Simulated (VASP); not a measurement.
Here is the system:

```xyz
3
Lattice="0.0000 2.6879 2.6879 2.6879 0.0000 2.6879 2.6879 2.6879 0.0000" Properties=species:S:1:pos:R:3 pbc="T T T"
Ca     0.0000     0.0000     0.0000
F      1.3439     1.3439     1.3439
F      4.0318     4.0318     4.0318
```

Level of theory: PBE GGA with D4 dispersion, VASP's PBE PAW potentials (set 64) (plane waves; VASP). Run with 520 eV cut-off, 7×7×7 Γ-centred mesh, Gaussian smearing of 0.050 eV, potentials Ca_sv F.

Problem. Give the stress tensor in GPa (positive for a compressed cell).

Solution. 
```
5.80  0.00  0.00
0.00  5.80  0.00
0.00  0.00  5.80
```
The pressure is its mean diagonal, 5.80 GPa.

The compound is CaF2 in the fluorite structure. This cell is one point of a volume scan, at 0.94 of the reference volume.
